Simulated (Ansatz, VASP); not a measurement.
**SiF: VASP beside Ansatz**

```xyz
2
Lattice="3.0286 0.0000 0.0000 0.0000 3.0286 0.0000 0.0000 0.0000 2.9075" Properties=species:S:1:pos:R:3 pbc="T T T"
Si    1.5143    1.5143    1.4537
F     0.0000    0.0000    0.0000
```

The cell was built by a generator and needn't be a form met in nature.

Alike in both runs: functional PBE; k mesh 7 × 7 × 8; occupations fermi-dirac, width 0.05 eV; no spin polarisation.

```csv
,VASP,Ansatz
version,VASP 6.6.1,Ansatz 0.2.0
potentials or method,"VASP PAW PBE potentials, release 64 (Si, F)",Ansatz PAW
plane-wave cutoff (eV),520,420
valence electrons in the cell,11,11
task,single point,band structure
```

|  | VASP | Ansatz | Ansatz less VASP |
| --- | --- | --- | --- |
| gap on the k mesh at the Fermi level (eV) | none | none | - |
| pressure (GPa) | 2.9 | 3.1 | +0.20 |
| largest component of the traceless stress (GPa) | 5.00 | 5.00 | +0.004 |

A gap of «none» marks a metal or a gap that the smearing closes. With one functional, cell and mesh, what is left measures potentials, basis and numerics.

Caveats: an odd number of electrons without spin polarisation forces a metal; a magnetic or distorted state may lie lower; the pressure holds a Pulay correction of +0.5 GPa for the finite cutoff (Ansatz).
